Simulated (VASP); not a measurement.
Here is the system:

```xyz
1
Lattice="0.0000 1.9095 1.9095 1.9095 0.0000 1.9095 1.9095 1.9095 0.0000" Properties=species:S:1:pos:R:3 pbc="T T T"
Ir     0.0000     0.0000     0.0000
```

The numbers are results of LDA (Ceperley-Alder, Perdew-Zunger), VASP's LDA PAW potentials (set 64) (plane waves; VASP 6.6.1), not measurements. Numerical set-up: 400 eV cut-off, Gaussian smearing of 0.050 eV, potentials Ir.

Task: Give the energies of bands 1 to 6 at the high-symmetry points, in eV from the Fermi level.

Result: 
```csv
band,Γ,X,U,L,W
1,-11.27,-8.09,-7.12,-8.28,-6.40
2,-4.01,-7.53,-6.12,-4.10,-4.99
3,-4.01,0.92,-2.95,-4.10,-4.99
4,-4.01,1.52,-0.89,-0.75,-1.84
5,-1.21,1.52,0.62,0.93,1.52
6,-1.21,1.75,6.43,0.93,8.36
```

It has no gap at this level: it comes out as a metal or semimetal.

The structure comes from a computed database's Ir entry (Fm-3m); how it stands against other phases isn't given here. It was relaxed first.
